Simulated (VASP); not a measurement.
Set up this calculation in VASP 6.6.1, as the native input.

```yaml
Task: atomic charges
Functional: PBE
Dispersion: ULG
Potentials_or_basis: VASP PAW PBE potentials, release 54 (Ba_sv, Be)
Cutoff: 520 eV
k_mesh: 7 × 7 × 7
Occupations: methfessel-paxton, width 0.2 eV
Spin: no spin polarisation
Further_INCAR_settings: ALGO = Fast; EDIFF = 1e-06
```

The structure of BaBe5 lies in POSCAR:

```
BaBe5
4.6592
    0.999993739269      0.000000000000      0.000000000000
   -0.499996870707      0.866019981971      0.000000000000
    0.000000000000      0.000000000000      0.806702783740
Ba Be
1 5
Direct
    0.0000000000      0.0000000000      0.0000000000
    0.5000000000      0.5000000000      0.5000000000
    0.6666666700      0.3333333300      0.0000000000
    0.0000000000      0.5000000000      0.5000000000
    0.3333333300      0.6666666700      0.0000000000
    0.5000000000      0.0000000000      0.5000000000
```

The cell was built by a generator and needn't be a form met in nature.

The input as run:

INCAR

```
PREC = Accurate ; ENCUT = 520
EDIFF = 1E-6 ; ISMEAR = 1
SIGMA = 0.2 ; LREAL = False
LASPH = True ; NELM = 100
ALGO = Fast ; ISIF = 2
LWAVE = False ; LCHARG = False
GGA = PE ; IVDW = 3
LORBIT = 10
```

KPOINTS

```
regular mesh
0
Gamma
  7 7 7
```

Potentials or basis: VASP PAW PBE potentials, release 54 (Ba_sv, Be).

Launch:

```bash
$ cat potpaw_PBE.54/Ba_sv/POTCAR potpaw_PBE.54/Be/POTCAR > POTCAR
$ mpirun -np 1 vasp_std > vasp.out
```

Results of the run:

```
Pressure                                              : 15.9 GPa
Band gap on the k mesh                                : none (metal or under the smearing width)
Valence electrons inside the program's atomic spheres : Ba 8.56; Be 1.05
Dispersion energy per atom                            : -0.063 eV
```

Caveat: atom-pairwise D2, TS and ULG terms overbind metals; so large a pressure means that the cell lies far from this level's equilibrium, or that cutoff or potentials fall short; pairwise dispersion overbinds metals, which lowers pressure and volume.

It took 22 s on 1 thread of Intel(R) Xeon(R) Platinum 8488C (Sapphire Rapids) (shared host), peak memory 0.2 GiB.
